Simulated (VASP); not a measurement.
**PtSe2: how cutoff and mesh change the relaxed cell**

Aim: test the relaxed volume of PtSe2 against cutoff and mesh. The starting structure is a measured crystal structure from the Crystallography Open Database.

Program: VASP 6.6.1. Level of theory: Kohn-Sham DFT with plane waves and PAW; PBEsol. Results are calculated unless marked as measured.

The database entry behind the starting cell is an old determination (1929), so it need not match the best structure at ambient conditions.

### Step 1. Starting point

The structure is trigonal, space group P-3m1 (No. 164). The conventional cell has a = 3.731 Å, b = 3.731 Å, c = 5.072 Å, α = 90.00°, β = 90.00°, γ = 120.00°. Nearest to Pt lie 6 Se at 2.50 Å. Nearest to Se lie 3 Pt at 2.50 Å. Farther neighbours and most contacts between anions are not listed.

### Step 2. Reference relaxation

This run starts from the cell of an earlier relaxation, which isn't shown; the restart sets up the plane waves anew.

The input, INCAR:

```
SYSTEM = PtSe2
PREC = Accurate
ENCUT = 450
EDIFF = 1E-06
NELM = 100
ISMEAR = 1
SIGMA = 0.1
LREAL = .FALSE.
ALGO = Normal
GGA = PS
NBANDS = 17
LORBIT = 11
LWAVE = .FALSE.
LCHARG = .FALSE.
KPAR = 2
IBRION = 2
NSW = 50
ISIF = 3
EDIFFG = -0.01
```

The input, POSCAR:

```
PtSe2
1.0
    3.7644470795      0.0000000000      0.0000000000
   -1.8822235398      3.2601068021      0.0000000000
    0.0000000000      0.0000000000      4.8263369583
Pt Se
1 2
Direct
    0.0000000000      0.0000000000      0.0000000000
    0.6666666667      0.3333333333      0.7375164194
    0.3333333333      0.6666666667      0.2624835806
```

The input, KPOINTS:

```
Automatic mesh
0
Gamma
8 8 6
0 0 0
```

PAW data sets: Pt and Se (PBE family, release 64).

The run is started by

```sh
> mpirun -np 2 vasp_std
```

Log:

```text
[banner, memory and clock lines left out]
running    2 mpi-ranks, on    1 nodes
 distrk:  each k-point on    1 cores,    2 groups
 distr:  one band on    1 cores,    1 groups

 POSCAR found type information on POSCAR PtSe
 POSCAR found :  2 types and       3 ions
|                                                                             |
|               ----> ADVICE to this user running VASP <----                  |
|                                                                             |
|     You enforced a specific xc type in the INCAR file but a different       |
|     [... a line on the potential file left out ...]
|     I HOPE YOU KNOW WHAT YOU ARE DOING!                                     |
|                                                                             |

 LDA part: xc-table for (Slater+PW92), standard interpolation
 POSCAR, INCAR and KPOINTS ok, starting setup
 FFT: planning ... GRIDC
 FFT: planning ... GRID_SOFT
 FFT: planning ... GRID
 WAVECAR not read
 entering main loop
       N       E                     dE             d eps       ncg     rms          rms(c)
DAV:   1     0.988159064203E+02    0.98816E+02   -0.93377E+03  1748   0.101E+03
DAV:   2    -0.125884563502E+02   -0.11140E+03   -0.10835E+03  2163   0.206E+02
DAV:   3    -0.167020937897E+02   -0.41136E+01   -0.40777E+01  2024   0.408E+01
DAV:   4    -0.167301711672E+02   -0.28077E-01   -0.28066E-01  2219   0.371E+00
DAV:   5    -0.167304510922E+02   -0.27992E-03   -0.27992E-03  2114   0.349E-01    0.127E+01
DAV:   6    -0.161521578441E+02    0.57829E+00   -0.48323E+00  1729   0.197E+01    0.773E+00
DAV:   7    -0.159273792985E+02    0.22478E+00   -0.91258E-01  1740   0.944E+00    0.381E+00
DAV:   8    -0.159042710954E+02    0.23108E-01   -0.62236E-02  1851   0.168E+00    0.820E-01
DAV:   9    -0.159012438032E+02    0.30273E-02   -0.74743E-03  1916   0.820E-01    0.214E-01
DAV:  10    -0.159012477964E+02   -0.39932E-05   -0.11658E-03  1939   0.212E-01    0.365E-02
DAV:  11    -0.159012456578E+02    0.21386E-05   -0.51996E-05  2218   0.595E-02    0.242E-02
DAV:  12    -0.159012450626E+02    0.59526E-06   -0.35059E-06  1870   0.135E-02
   1 F= -.15901245E+02 E0= -.15901250E+02  d E =-.159012E+02
 curvature:   0.00 expect dE= 0.000E+00 dE for cont linesearch  0.000E+00
 trial: gam= 0.00000 g(F)=  0.298E-05 g(S)=  0.903E-05 ort = 0.000E+00 (trialstep = 0.100E+01)
 search vector abs. value=  0.120E-04
 reached required accuracy - stopping structural energy minimisation
```

Elapsed: 9.2 s, on 2 MPI ranks of AMD EPYC 9R45, shared host; peak memory 0.33 GiB; 17 s of CPU time.

Lines that name or quote the potential files are left out of all logs, and their timing lines are given in words.

OUTCAR, selected parts (step 2):

```text
ion  position               nearest neighbor table
   1  0.000  0.000  0.000-   2 2.52   3 2.52   2 2.52   3 2.52   2 2.52   3 2.52
   2  0.667  0.333  0.738-   1 2.52   1 2.52   1 2.52
   3  0.333  0.667  0.262-   1 2.52   1 2.52   1 2.52

  LATTYP: Found a hexagonal cell.
 ALAT       =     3.7644470795
 C/A-ratio  =     1.2820838908

 Subroutine GETGRP returns: Found 12 space group operations
 (whereof 12 operations were pure point group operations)

The static configuration has the point symmetry D_3d.

 Found     50 irreducible k-points:

   k-points           NKPTS =     50   k-points in BZ     NKDIM =     50   number of bands    NBANDS=     17

   dimension x,y,z NGX =    28 NGY =   28 NGZ =   36
   dimension x,y,z NGXF=    56 NGYF=   56 NGZF=   72

   ENCUT  =  450.0 eV  33.07 Ry    5.75 a.u.   6.51  6.51  8.35*2*pi/ulx,y,z

   NELECT =      22.0000    total number of electrons

 k-points in reciprocal lattice and weights: Automatic mesh
   0.00000000  0.00000000  0.00000000       0.003
   0.12500000  0.00000000  0.00000000       0.016
   0.25000000  0.00000000  0.00000000       0.016
   0.37500000  0.00000000  0.00000000       0.016
   0.50000000  0.00000000  0.00000000       0.008
   0.12500000  0.12500000  0.00000000       0.016
   0.25000000  0.12500000  0.00000000       0.031
   0.37500000  0.12500000  0.00000000       0.031
   0.25000000  0.25000000  0.00000000       0.016
[...]
0.25000000  0.25000000  0.50000000       0.016
   0.37500000  0.25000000  0.50000000       0.016

 average (electrostatic) potential at core
       1 -68.1788       2 -52.4713       3 -52.4713

 E-fermi :   6.6327

 k-point     1 :       0.0000    0.0000    0.0000
  band No.  band energies     occupation
    ...
      6       2.7828      2.00000
      7       2.7828      2.00000
      8       4.1656      2.00000
      9       5.5992      2.00000
     10       5.5992      2.00000
     11       7.4061     -0.00000
     12       7.7641     -0.00000
     13       7.7641     -0.00000
     14       9.8478      0.00000
     15      10.6803      0.00000
    ...

 k-point     2 :       0.1250    0.0000    0.0000
  band No.  band energies     occupation
    ...
      7       2.6669      2.00000
      8       3.7804      2.00000
      9       5.0348      2.00000
     10       5.3437      2.00000
     11       6.4458      2.02381
     12       7.9620     -0.00000
     13       8.1668     -0.00000
     14      10.8498      0.00000
     15      11.6056      0.00000
     16      13.3338      0.00000
    ...

 k-point     3 :       0.2500    0.0000    0.0000
  band No.  band energies     occupation
    ...
      7       2.4802      2.00000
      8       3.2083      2.00000
      9       4.5112      2.00000
     10       4.6827      2.00000
     11       5.2770      2.00000
     12       8.1266     -0.00000
     13       8.4577     -0.00000
     14      11.4374      0.00000
     15      12.7462      0.00000
     16      14.1985      0.00000
    ...

  Total       -0.0064280     -0.0064280      0.0218827      0.0000000      0.0000000      0.0000000
  in kB       -0.1738747     -0.1738747      0.5919172      0.0000000      0.0000000      0.0000000
  external PRESSURE =       0.0813893 kB  Pullay stress =       0.0000000 kB

  energy-cutoff  :      450.00
  volume of cell :       59.23
      direct lattice vectors                 reciprocal lattice vectors
     3.764447080  0.000000000  0.000000000     0.265643262  0.153369209  0.000000000
    -1.882223540  3.260106802  0.000000000     0.000000000  0.306738417  0.000000000
     0.000000000  0.000000000  4.826336958     0.000000000  0.000000000  0.207196474

 POSITION                                       TOTAL-FORCE (eV/Angst)
 -----------------------------------------------------------------------------------
      0.00000      0.00000      0.00000        -0.000000      0.000000      0.000000
      1.88222      1.08670      3.55950        -0.000000     -0.000000     -0.005554
     -0.00000      2.17340      1.26683         0.000000      0.000000      0.005554
 -----------------------------------------------------------------------------------
    total drift:                                0.000000     -0.000000     -0.000000

  FREE ENERGIE OF THE ION-ELECTRON SYSTEM (eV)
  ---------------------------------------------------
  free  energy   TOTEN  =       -15.9012450626 eV

  energy  without entropy=      -15.9012611900  energy(sigma->0) =      -15.90125044

 reached required accuracy - stopping structural energy minimisation

 total charge
# of ion       s       p       d       tot
------------------------------------------
    1        0.674   0.685   8.035   9.394
    2        1.489   2.207   0.072   3.768
    3        1.489   2.207   0.072   3.768
--------------------------------------------------
tot          3.652   5.098   8.180  16.930

[... 3 further parts left out ...]
```

CONTCAR:

```
PtSe2
   1.00000000000000
     3.7644470795000000    0.0000000000000000    0.0000000000000000
    -1.8822235398000000    3.2601068021000001    0.0000000000000000
     0.0000000000000000    0.0000000000000000    4.8263369582999998
  Pt              Se
     1     2
Direct
     0.0000000000000000    0.0000000000000000    0.0000000000000000
     0.6666666667000030    0.3333333332999970    0.7375164194000021
     0.3333333332999970    0.6666666667000030    0.2624835805999979
```

The run shows no gap at this level; if that holds and bands cross the Fermi level widely, this k-mesh is coarse for it. The PAW data sets were made with PBE, which is usual practice but a small mismatch for other functionals. The run keeps the 12 symmetry operations of its start, so it cannot find a distortion of lower symmetry.

The reference relaxation ends at 19.744 Å³ an atom.

### Step 3. Relaxation with a cutoff of 230 eV

Against step 2 the input has ENCUT = 230. This run starts from the cell of an earlier relaxation, which isn't shown; the restart sets up the plane waves anew.

INCAR, as its differences from that of step 2:

```diff
@@ -2,3 +2,3 @@
 PREC = Accurate
-ENCUT = 450
+ENCUT = 230
 EDIFF = 1E-06
```

The input, POSCAR:

```
PtSe2
1.0
    3.7470402184      0.0000000000      0.0000000000
   -1.8735201092      3.2450320181      0.0000000000
    0.0000000000      0.0000000000      4.8176713668
Pt Se
1 2
Direct
    0.0000000000      0.0000000000      0.0000000000
    0.6666666667      0.3333333333      0.7356452739
    0.3333333333      0.6666666667      0.2643547261
```

KPOINTS is that of step 2.

The run is started by

```sh
> mpirun -np 2 vasp_std
```

Log:

```text
[banner, memory and clock lines left out]
running    2 mpi-ranks, on    1 nodes
[...]
[... a notice as in an earlier step ...]

 LDA part: xc-table for (Slater+PW92), standard interpolation
 POSCAR, INCAR and KPOINTS ok, starting setup
[...]
entering main loop
       N       E                     dE             d eps       ncg     rms          rms(c)
DAV:   1     0.529210512541E+02    0.52921E+02   -0.64029E+03  1860   0.572E+02
DAV:   2    -0.147736892641E+02   -0.67695E+02   -0.66115E+02  2254   0.150E+02
DAV:   3    -0.167040331684E+02   -0.19303E+01   -0.19230E+01  1918   0.260E+01
DAV:   4    -0.167138797973E+02   -0.98466E-02   -0.98445E-02  2274   0.209E+00
[...]
DAV:  10    -0.158876802310E+02   -0.34681E-04   -0.10867E-03  1953   0.197E-01    0.360E-02
DAV:  11    -0.158876802385E+02   -0.74733E-08   -0.47860E-05  2141   0.559E-02    0.241E-02
DAV:  12    -0.158876800091E+02    0.22941E-06   -0.30669E-06  1809   0.127E-02
   1 F= -.15887680E+02 E0= -.15887695E+02  d E =-.158877E+02
[... from here on, the cycles between the ionic steps are left out ...]
   2 F= -.15888445E+02 E0= -.15888465E+02  d E =-.764516E-03
   3 F= -.15888510E+02 E0= -.15888529E+02  d E =-.830196E-03
   4 F= -.15889332E+02 E0= -.15889357E+02  d E =-.821663E-03
   5 F= -.15889775E+02 E0= -.15889801E+02  d E =-.126455E-02
   6 F= -.15889787E+02 E0= -.15889813E+02  d E =-.127701E-02
   7 F= -.15889884E+02 E0= -.15889910E+02  d E =-.965963E-04
   8 F= -.15889955E+02 E0= -.15889981E+02  d E =-.167805E-03
[...]
reached required accuracy - stopping structural energy minimisation
```

The job ended after 16 s (2 MPI ranks; peak memory 0.23 GiB; 32 s of CPU time).

Parts of OUTCAR (step 3):

```text
  Total       -0.0242912     -0.0242912     -0.0211096      0.0000000      0.0000000      0.0000000
  in kB       -0.6704507     -0.6704507     -0.5826384      0.0000000      0.0000000      0.0000000
  external PRESSURE =      -0.6411800 kB  Pullay stress =       0.0000000 kB

 POSITION                                       TOTAL-FORCE (eV/Angst)
 -----------------------------------------------------------------------------------
      0.00000     -0.00000      4.75918        -0.000000     -0.000000      0.000000
      1.87644      1.08336      3.49110         0.000000     -0.000000      0.003794
     -0.00000      2.16673      1.26808        -0.000000      0.000000     -0.003794
 -----------------------------------------------------------------------------------
    total drift:                                0.000000     -0.000000      0.000000

  FREE ENERGIE OF THE ION-ELECTRON SYSTEM (eV)
  ---------------------------------------------------
  free  energy   TOTEN  =       -15.8899550174 eV

  energy  without entropy=      -15.8900338534  energy(sigma->0) =      -15.88998130

[... 2 parts as in an earlier step ...]

[... 2 further parts left out ...]
[key lines of the parts left out:]
E-fermi :   6.8718
```

With a cutoff of 230 eV the cell ends at 19.350 Å³ an atom, -2.00 % from the reference, a by -0.3 % and c by -1.4 %.

### Step 4. Relaxation with a 5×5×3 mesh

Against step 2 the input has a 5×5×3 mesh.

INCAR, as its differences from that of step 3:

```diff
@@ -2,3 +2,3 @@
 PREC = Accurate
-ENCUT = 230
+ENCUT = 450
 EDIFF = 1E-06
```

The input, POSCAR:

```
PtSe2
1.0
    3.7310000000      0.0000000000      0.0000000000
   -1.8655000000      3.2311407815      0.0000000000
    0.0000000000      0.0000000000      5.0720000000
Pt Se
1 2
Direct
    0.0000000000      0.0000000000      0.0000000000
    0.6666666667      0.3333333333      0.7500000000
    0.3333333333      0.6666666667      0.2500000000
```

The input, KPOINTS:

```
Automatic mesh
0
Gamma
5 5 3
0 0 0
```

The run is started by

```sh
> mpirun -np 2 vasp_std
```

Log:

```text
[... set-up lines as in an earlier step ...]
 entering main loop
       N       E                     dE             d eps       ncg     rms          rms(c)
DAV:   1     0.954279099665E+02    0.95428E+02   -0.93044E+03   416   0.101E+03
DAV:   2    -0.125817613370E+02   -0.10801E+03   -0.10459E+03   501   0.204E+02
DAV:   3    -0.167447672805E+02   -0.41630E+01   -0.41422E+01   513   0.407E+01
DAV:   4    -0.167717181704E+02   -0.26951E-01   -0.26945E-01   499   0.355E+00
[...]
DAV:  11    -0.159015830216E+02    0.46092E-06   -0.48775E-05   526   0.494E-02    0.285E-02
DAV:  12    -0.159015818990E+02    0.11226E-05   -0.54424E-06   449   0.157E-02    0.602E-03
DAV:  13    -0.159015816426E+02    0.25641E-06   -0.67419E-07   224   0.612E-03
   1 F= -.15901582E+02 E0= -.15901331E+02  d E =-.159016E+02
[... from here on, the cycles between the ionic steps are left out ...]
   2 F= -.15897969E+02 E0= -.15897643E+02  d E =0.361275E-02
   3 F= -.15906330E+02 E0= -.15906037E+02  d E =-.474812E-02
   4 F= -.15909225E+02 E0= -.15908887E+02  d E =-.289508E-02
   5 F= -.15913088E+02 E0= -.15912713E+02  d E =-.675795E-02
   6 F= -.15909885E+02 E0= -.15909502E+02  d E =-.355569E-02
   7 F= -.15913676E+02 E0= -.15913296E+02  d E =-.734607E-02
   8 F= -.15915683E+02 E0= -.15915301E+02  d E =-.200721E-02
   9 F= -.15916015E+02 E0= -.15915632E+02  d E =-.233933E-02
  10 F= -.15914737E+02 E0= -.15914353E+02  d E =0.127825E-02
  11 F= -.15916165E+02 E0= -.15915782E+02  d E =-.150017E-03
  12 F= -.15916192E+02 E0= -.15915809E+02  d E =-.268430E-04
 trial-energy change:   -0.000027  1 .order   -0.000026   -0.000040   -0.000012
 step:   2.0678(harm=  2.0678)  dis= 0.00060  next Energy=   -15.916194 (dE=-0.289E-04)
 reached required accuracy - stopping structural energy minimisation
```

The job ended after 29 s (2 MPI ranks; peak memory 0.3 GiB; 56 s of CPU time).

OUTCAR, selected parts (step 4):

```text
  Total       -0.0099272     -0.0099272      0.0123264      0.0000000     -0.0000000     -0.0000000
  in kB       -0.2647129     -0.2647129      0.3286887      0.0000000     -0.0000000     -0.0000000
  external PRESSURE =      -0.0669123 kB  Pullay stress =       0.0000000 kB

 POSITION                                       TOTAL-FORCE (eV/Angst)
 -----------------------------------------------------------------------------------
      0.00000      0.00000      0.00000         0.000000     -0.000000      0.000000
      1.88426      1.08788      3.62917         0.000000     -0.000000      0.003952
     -0.00000      2.17576      1.25611        -0.000000      0.000000     -0.003952
 -----------------------------------------------------------------------------------
    total drift:                               -0.000000      0.000000      0.000000

  FREE ENERGIE OF THE ION-ELECTRON SYSTEM (eV)
  ---------------------------------------------------
  free  energy   TOTEN  =       -15.9161920302 eV

  energy  without entropy=      -15.9150422291  energy(sigma->0) =      -15.91580876

[... 1 part as in an earlier step ...]

[... 3 further parts left out ...]
[key lines of the parts left out:]
E-fermi :   6.5635
```

Logs of long relaxations may skip ionic steps without a mark.

With a 5×5×3 mesh the cell ends at 20.028 Å³ an atom, +1.44 % from the reference, a by +0.1 % and c by +1.2 %.

### Step 5. Relaxation with a cutoff of 390 eV

Against step 2 the input has ENCUT = 390. This run starts from the cell of an earlier relaxation, which isn't shown; the restart sets up the plane waves anew.

INCAR, as its differences from that of step 4:

```diff
@@ -2,3 +2,3 @@
 PREC = Accurate
-ENCUT = 450
+ENCUT = 390
 EDIFF = 1E-06
```

The input, POSCAR:

```
PtSe2
1.0
    3.7630058142      0.0000000000      0.0000000000
   -1.8815029071      3.2588586296      0.0000000000
    0.0000000000      0.0000000000      4.8249410734
Pt Se
1 2
Direct
    0.0000000000      0.0000000000      0.0000000000
    0.6666666667      0.3333333333      0.7372565512
    0.3333333333      0.6666666667      0.2627434488
```

The input, KPOINTS:

```
Automatic mesh
0
Gamma
8 8 6
0 0 0
```

The run is started by

```sh
> mpirun -np 2 vasp_std
```

Log:

```text
[... set-up lines as in an earlier step ...]
 entering main loop
       N       E                     dE             d eps       ncg     rms          rms(c)
DAV:   1     0.894795668051E+02    0.89480E+02   -0.86405E+03  1740   0.896E+02
DAV:   2    -0.130119382790E+02   -0.10249E+03   -0.99311E+02  2139   0.195E+02
DAV:   3    -0.167037109495E+02   -0.36918E+01   -0.36694E+01  2022   0.381E+01
DAV:   4    -0.167279757556E+02   -0.24265E-01   -0.24256E-01  2202   0.339E+00
[...]
DAV:  10    -0.159003203259E+02   -0.30564E-05   -0.11541E-03  1944   0.208E-01    0.358E-02
DAV:  11    -0.159003182762E+02    0.20497E-05   -0.52054E-05  2123   0.591E-02    0.241E-02
DAV:  12    -0.159003177341E+02    0.54206E-06   -0.34016E-06  1972   0.132E-02
   1 F= -.15900318E+02 E0= -.15900324E+02  d E =-.159003E+02
[...]
reached required accuracy - stopping structural energy minimisation
```

It took 7.8 s on 2 MPI ranks; peak memory 0.27 GiB.

(Continued in part 2 of 2.)

[Lines on the potential files, build, host, timing and source positions are cut from VASP's logs without a mark.]

[Logs are printed without paths, hosts, clocks, repeated set-up lines and the standing remarks that a program may print on its own settings, such as how far it seeks lower states.]

[Hosts, paths, dates, database ids (printed as entryN), source tags and the programs' standing remarks are cut or masked in the printed files.]
